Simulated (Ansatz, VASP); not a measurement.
# SiCl3: VASP beside Ansatz, part 2 of 2

Aim: how closely do two programs agree when they are given the same cell, functional and k mesh? The cell is generated by rule, not measured, and may not be a known phase. The cell is taken from a series of runs on this material, whose earlier steps may have relaxed, scaled, displaced or heated it; both programs get it as it stands.

VASP 6.6.1 and Ansatz 0.2.0.

So far. Step 5 (VASP: single point, PBE, pair 2): The run ends at a pressure of 1.54 GPa, with forces up to 0.81 eV/Å. Step 6 (Ansatz: single point, PBE, pair 2): The run ends at a pressure of 1.67 GPa, with forces up to 0.77 eV/Å.

**8. VASP: single point, PBE, pair 3**

Level of this step: PBE; plane waves and PAW (Si, Cl); invented cell (VASP).

A single point gives forces, pressure and levels at one fixed geometry, so differences don't come from the geometry; what else differs is listed under the comparison.

INCAR

```
SYSTEM = SiCl3
PREC = Accurate
ENCUT = 500
EDIFF = 1E-06
NELM = 120
ISMEAR = 1
SIGMA = 0.2
LREAL = .FALSE.
ALGO = Normal
GGA = PE
NBANDS = 18
LORBIT = 11
LWAVE = .FALSE.
LCHARG = .FALSE.
ISIF = 2
LASPH = .TRUE.
GGA_COMPAT = .FALSE.
KPAR = 2
```

POSCAR

```
SiCl3
1.0
    4.7349396865      0.0000000000      0.0000000000
    0.0000000000      4.7349396865      0.0000000000
    0.0000000000      0.0000000000      4.7349396865
Si Cl
1 3
Direct
    0.0000000000      0.9522118158      0.9522118158
    0.5000000000      0.0084192346      0.0084192346
    0.0000000000      0.0084192346      0.5210213660
    0.0000000000      0.5210213660      0.0084192346
```

KPOINTS

```
Automatic mesh
0
Gamma
10 10 10
0 0 0
```

PAW data sets: Si and Cl (PBE family, release 64).

On the command line:

```
> mpirun -np 2 vasp_std
```

Numbers of over 12 decimals in the logs are rounded to 6 here.

The log of the run:

```text
[... set-up lines as in an earlier step ...]
 entering main loop
       N       E                     dE             d eps       ncg     rms          rms(c)
DAV:   1     0.159219651036E+03    0.15922E+03   -0.10342E+04  6696   0.109E+03
DAV:   2    -0.105311081345E+01   -0.16027E+03   -0.15633E+03  8860   0.217E+02
DAV:   3    -0.137905736160E+02   -0.12737E+02   -0.12688E+02  8244   0.708E+01
DAV:   4    -0.139800800078E+02   -0.18951E+00   -0.18937E+00  9566   0.983E+00
[...]
DAV:  10    -0.135794395161E+02   -0.91449E-05   -0.18609E-04  8320   0.899E-02    0.400E-02
DAV:  11    -0.135794428516E+02   -0.33355E-05   -0.20120E-05  8896   0.301E-02    0.102E-02
DAV:  12    -0.135794429423E+02   -0.90734E-07   -0.55463E-06  8402   0.145E-02
   1 F= -.13579443E+02 E0= -.13579642E+02  d E =0.596605E-03
```

From OUTCAR (step 8):

```text
  Total       -0.7875198      3.8434476      3.8434476     -0.0000000      0.0714813      0.0000000
  in kB      -11.8858073     58.0080396     58.0080396     -0.0000000      1.0788472      0.0000000
  external PRESSURE =      34.7100906 kB  Pullay stress =       0.0000000 kB

 POSITION                                       TOTAL-FORCE (eV/Angst)
 -----------------------------------------------------------------------------------
      0.00000      4.50867      4.50867         0.000000     -0.065060     -0.065060
      2.36747      0.03986      0.03986         0.000000      0.253918      0.253918
      0.00000      0.03986      2.46700         0.000000      0.288141     -0.476998
      0.00000      2.46700      0.03986         0.000000     -0.476998      0.288141
 -----------------------------------------------------------------------------------
    total drift:                                0.000000     -0.000300     -0.000300

  FREE ENERGIE OF THE ION-ELECTRON SYSTEM (eV)
  ---------------------------------------------------
  free  energy   TOTEN  =       -13.5794429423 eV

  energy  without entropy=      -13.5800395471  energy(sigma->0) =      -13.57964181

[... 2 parts as in an earlier step ...]

[... 1 further part left out ...]
[key lines of the parts left out:]
E-fermi :   1.6337
```

The run ends at a pressure of 3.47 GPa, with forces up to 0.56 eV/Å.

**9. Ansatz: single point, PBE, pair 3**

The same cell, functional, mesh and smearing now go to Ansatz, which takes its cutoff from its data sets.

The cell is taken from a series of runs on this material, whose earlier steps may have relaxed, scaled, displaced or heated it; both programs get it as it stands.

input.yaml

```yaml
crystal:
  lattice:
    - [4.7349396865, 0.0, 0.0]
    - [0.0, 4.7349396865, 0.0]
    - [0.0, 0.0, 4.7349396865]
  atoms:
    - { symbol: Si, position: [0.0, -0.0477881842, -0.0477881842] }
    - { symbol: Cl, position: [0.5, 0.0084192346, 0.0084192346] }
    - { symbol: Cl, position: [0.0, 0.0084192346, 0.521021366] }
    - { symbol: Cl, position: [0.0, 0.521021366, 0.0084192346] }
kpoints:
  mp_grid: { grid: [10, 10, 10] }
hamiltonian:
  xc: pbe
  pseudopotentials: { kind: nc }
scf:
  occupations: { method: methfessel_paxton, width: 0.2 }
output:
  forces: true
  stress: true
  eigenvalues: true
```

On the command line:

```
> ansatz run input.yaml --threads 4 --pin off --max-ram 14336MiB --backend cpu --events-out ev --progress --plain --runs-dir out
```

The log of the run:

```text
[...]
Crystal: 4 atoms, lattice volume = 106.156 Å³
Basis set: ecut = 789.130201 eV, 5377 PW (Γ), exchange–correlation on 90×90×90 points (8 copies of the dense FFT grid, shifted against one another)
Bands: 17, of which v1, the nominal top of the filled ones, is band 13 counted from 1 (12 counted from 0)
Symmetry: 4 space group operations
[...]
P = ⅓ Tr σ = 3.6309 GPa (36.309 kbar)
--- Band table (eV; the first three rows and the last of 186) ---
  k-point 0: bands = [... 9 lower, -0.0354, 0.1339, 0.2841, 0.2965, 7.4612, 7.7111, 7.9289, 8.6189]
  k-point 1: bands = [... 9 lower, 0.0036, 0.1062, 0.2694, 0.3709, 7.5827, 7.7740, 8.0462, 8.7068]
  k-point 2: bands = [... 9 lower, 0.0107, 0.0652, 0.2646, 0.6554, 7.9131, 7.9154, 8.3273, 8.9794]
  k-point 185: bands = [... 9 lower, 0.7829, 1.0017, 1.0455, 4.6338, 4.8440, 5.2939, 6.7035, 8.1915]
[key lines of the parts left out:]
SCF converged after 9 iterations
Free energy (F): -1456.459534 eV
Fermi energy:    2.558581 eV
```

The run ends at a pressure of 3.63 GPa, with forces up to 0.60 eV/Å.

**10. Differences**

Compared:

```tsv
quantity	Ansatz	VASP	difference
pressure (GPa)	3.63	3.47	+0.16
```

Forces (eV/Å; atoms numbered as in POSCAR):

```tsv
atom	Ansatz x, y, z	VASP x, y, z
Si1	0.000, -0.020, -0.020	0.000, -0.065, -0.065
Cl2	0.000, 0.254, 0.254	0.000, 0.254, 0.254
Cl3	0.000, 0.293, -0.527	0.000, 0.288, -0.477
Cl4	0.000, -0.527, 0.293	0.000, -0.477, 0.288
```

The forces differ by 28 meV/Å r.m.s., which is 11.0 % of the r.m.s. force of 0.251 eV/Å (both taken over all components).

**11. Results**

| Quantity | Value |
| --- | --- |
| r.m.s. force difference (single point, PBE, pair 1) | 4.1 % of the r.m.s. force |
| r.m.s. force difference (single point, PBE, pair 2) | 6.6 % of the r.m.s. force |
| r.m.s. force difference (single point, PBE, pair 3) | 11 % of the r.m.s. force |

What this shows: The r.m.s. force difference is 11 % of the r.m.s. force (single point, PBE, pair 3), beyond the 3 % picked in this series as the mark of a large difference. What causes the difference of the single point, PBE, pair 2 pair stays open here. What causes the difference of the single point, PBE, pair 3 pair stays open here. 5 further runs of this series are not shown here. How closely two codes agree says nothing of how well the functional describes the real material.

[Lines on the potential files, build, host, timing and source positions are cut from VASP's logs without a mark.]

[Logs are printed without paths, hosts, clocks, repeated set-up lines and the standing remarks that a program may print on its own settings, such as how far it seeks lower states.]

[Hosts, paths, dates, database ids (printed as entryN), source tags and the programs' standing remarks are cut or masked in the printed files.]
